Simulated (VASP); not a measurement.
A run of VASP 6.6.1 is set up as follows.

File INCAR:

```
PREC = Accurate ; ENCUT = 520
EDIFF = 1E-6 ; ISMEAR = 0
SIGMA = 0.01 ; LREAL = F
LASPH = T ; NELM = 80
ALGO = Normal ; ISIF = 2
LWAVE = F ; LCHARG = F
METAGGA = R2SCAN ; LMIXTAU = T
NBANDS = 24
```

Contents of KPOINTS:

```
Automatic mesh
0
Gamma
  1 1 1
```

File POSCAR:

```
ScHCl2O
1.0
   12.0000000000      0.0000000000      0.0000000000
    0.0000000000     14.0000000000      0.0000000000
    0.0000000000      0.0000000000     12.0000000000
O Sc Cl H
1 1 2 1
Direct
    0.5932125000      0.5976928600      0.5652750000
    0.5351791700      0.4818071400      0.5265833300
    0.6203458300      0.3449071400      0.5885250000
    0.3784125000      0.4759714300      0.4171416700
    0.6237541700      0.6580928600      0.5857250000
```

Potentials or basis: VASP PAW PBE potentials, release 64 (O, Sc_sv, Cl, H).

Run with:

```bash
$ cat potpaw_PBE.64/O/POTCAR potpaw_PBE.64/Sc_sv/POTCAR potpaw_PBE.64/Cl/POTCAR potpaw_PBE.64/H/POTCAR > POTCAR
$ mpirun -np 1 vasp_gam > vasp.out
```

Estimate the gap between the frontier levels.

4.52 eV.

Predict the largest force.

0.283 eV/Å.

Forces in eV/Å, atoms in the order of the input:
```
O    0.087  0.203  0.062
Sc  -0.099 -0.255 -0.070
Cl   0.077 -0.134  0.058
Cl  -0.143  0.003 -0.101
H    0.078  0.183  0.051
```

Caveat: the PAW data sets were made with another functional, which shifts forces and pressure a little. r2SCAN opens gaps a little over a GGA but as a rule still falls short of measured ones.
